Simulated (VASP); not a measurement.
Given:

```
NaI
1.0
    0.00000     3.18347     3.18347
    3.18347     0.00000     3.18347
    3.18347     3.18347     0.00000
Na I
1 1
Direct
  0.00000   0.00000   0.00000
  0.50000   0.50000   0.50000
```

These are PBE GGA with D3 dispersion (Becke-Johnson damping), VASP's PBE PAW potentials (set 64) (plane waves; VASP 6.6.1) values and carry that method's errors. Settings: 520 eV cut-off, Gaussian smearing of 0.050 eV, potentials Na_pv I.

Unless said otherwise, spin-orbit coupling is left out, though it shifts the bands of the heavy elements here.

Task: Estimate the band gap (along the path) with the smallest direct gap where there is one.

Result: 
```yaml
band gap (along the path): 3.78 eV
smallest direct gap (along the path): 3.78 eV
```

Total energies compare only between runs with the same potentials, cut-off and functional.

The compound is NaI in the rock salt structure. It was relaxed first.
